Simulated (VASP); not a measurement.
Output of a VASP run:

OSZICAR:
```
       N       E                     dE             d eps       ncg     rms          rms(c)
DAV:   1     0.115268093548E+03    0.11527E+03   -0.84320E+03  1466   0.146E+03
DAV:   2     0.502590213912E+00   -0.11477E+03   -0.11193E+03  1516   0.327E+02
DAV:   3    -0.774205800676E+01   -0.82446E+01   -0.81842E+01  1906   0.912E+01
DAV:   4    -0.796242196109E+01   -0.22036E+00   -0.22024E+00  1649   0.172E+01
DAV:   5    -0.797380046859E+01   -0.11379E-01   -0.11378E-01  2170   0.343E+00    0.405E+00
DAV:   6    -0.773613679579E+01    0.23766E+00   -0.44370E-01  2188   0.117E+01    0.227E+00
DAV:   7    -0.771739973656E+01    0.18737E-01   -0.12623E-01  2023   0.326E+00    0.691E-01
DAV:   8    -0.771857339457E+01   -0.11737E-02   -0.12032E-02  1709   0.156E+00    0.172E-01
DAV:   9    -0.771924716597E+01   -0.67377E-03   -0.12449E-03  1781   0.447E-01    0.106E-01
DAV:  10    -0.771936363443E+01   -0.11647E-03   -0.16523E-04  1869   0.160E-01    0.694E-02
DAV:  11    -0.771940884658E+01   -0.45212E-04   -0.15726E-04  1601   0.131E-01    0.547E-02
DAV:  12    -0.771941100338E+01   -0.21568E-05   -0.11078E-05  1591   0.271E-02    0.149E-02
DAV:  13    -0.771941127042E+01   -0.26704E-06   -0.20276E-06  1784   0.905E-03    0.848E-03
DAV:  14    -0.771941150462E+01   -0.23420E-06   -0.15381E-07  1512   0.427E-03    0.280E-03
DAV:  15    -0.771941171073E+01   -0.20611E-06   -0.44465E-08   908   0.235E-03    0.680E-04
DAV:  16    -0.771941175136E+01   -0.40628E-07   -0.10259E-08   808   0.114E-03
   1 F= -.77194118E+01 E0= -.77194118E+01  d E =0.000000E+00
```

File OUTCAR:
```
------------------------ aborting loop because EDIFF is reached ----------------------------------------
  FORCE on cell =-STRESS in cart. coord.  units (eV):
  Direction    XX          YY          ZZ          XY          YZ          ZX
  --------------------------------------------------------------------------------------
  Total       -0.0060468     -0.0060468     -0.0060468     -0.0000000     -0.0000000      0.0000000
  in kB       -0.1634655     -0.1634655     -0.1634655     -0.0000000     -0.0000000      0.0000000
  external PRESSURE =      -0.1634655 kB  Pullay stress =       0.0000000 kB
  volume of cell :       59.27
      direct lattice vectors                 reciprocal lattice vectors
     0.000000000  3.094526708  3.094526708    -0.161575597  0.161575597  0.161575597
     3.094526708  0.000000000  3.094526708     0.161575597 -0.161575597  0.161575597
     3.094526708  3.094526708  0.000000000     0.161575597  0.161575597 -0.161575597
  FREE ENERGIE OF THE ION-ELECTRON SYSTEM (eV)
  ---------------------------------------------------
  free  energy   TOTEN  =        -7.7194117514 eV

  energy  without entropy=       -7.7194117514  energy(sigma->0) =       -7.71941175

 total charge

# of ion       s       p       d       tot
------------------------------------------
    1        0.850   0.669   9.880  11.399
    2        1.226   1.525   0.019   2.770
--------------------------------------------------
tot          2.076   2.194   9.899  14.169
```
(Selected blocks of OUTCAR.)

POSCAR:
```
InAs
1
    0.0000000000     3.0945267077     3.0945267077
    3.0945267077     0.0000000000     3.0945267077
    3.0945267077     3.0945267077     0.0000000000
In As
1 1
Direct
  0.0000000000   0.0000000000   0.0000000000
  0.2500000000   0.2500000000   0.2500000000
```

Q: Write an INCAR and KPOINTS that could have produced this output.

A: Several could match; the one computed here: the input of the run itself, PBE GGA, plane waves, VASP's PBE PAW potentials (set 64).

### KPOINTS
```
kpoints
0
G
11 11 11
```

**INCAR**
```
# general
SYSTEM  = InAs
PREC    = Accurate
ENCUT   = 520
LREAL   = .FALSE.
LASPH   = .TRUE.

# electronic loop
EDIFF   = 1E-7
NELM    = 100
ALGO    = Normal
LMAXMIX = 4

# smearing
ISMEAR  = -5

# functional
GGA     = PE

# ions
ISIF    = 2

# output
LWAVE   = .FALSE.
LCHARG  = .TRUE.
LORBIT  = 11
NEDOS   = 601
```

POTCAR, in this order: In_d As (PBE.64 set). Program: vasp_std.

For a metal the tetrahedron method with Blöchl corrections gives inexact stress and forces.

The compound is InAs in the zinc blende structure. It was relaxed first, which changed the volume by +7 %.
